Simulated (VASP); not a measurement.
Here is the system:

```xyz
2
Lattice="0.0000 2.6058 2.6058 2.6058 0.0000 2.6058 2.6058 2.6058 0.0000" Properties=species:S:1:pos:R:3 pbc="T T T"
Zn     0.0000     0.0000     0.0000
S      1.3029     1.3029     1.3029
```

Computed with LDA (Ceperley-Alder, Perdew-Zunger), VASP's LDA PAW potentials (set 64) (plane waves; VASP). Numerical set-up: 500 eV cut-off, 9×9×9 Γ-centred mesh, Gaussian smearing of 0.050 eV, potentials Zn S.

Question: Estimate the energy per atom (σ→0), pressure, band gap (on the k-mesh) with the smallest direct gap where there is one.

Answer: 
| Item | Result |
|---|---|
| band gap (on the k-mesh) | 2.39 eV |
| smallest direct gap (on the k-mesh) | 2.39 eV |
| energy per atom (σ→0) | -4.090 eV/atom |
| pressure | 4.96 GPa |

Only differences to runs with the same potentials and settings are physical.

The compound is ZnS in the zinc blende structure. It was relaxed first under an external pressure of 5 GPa.
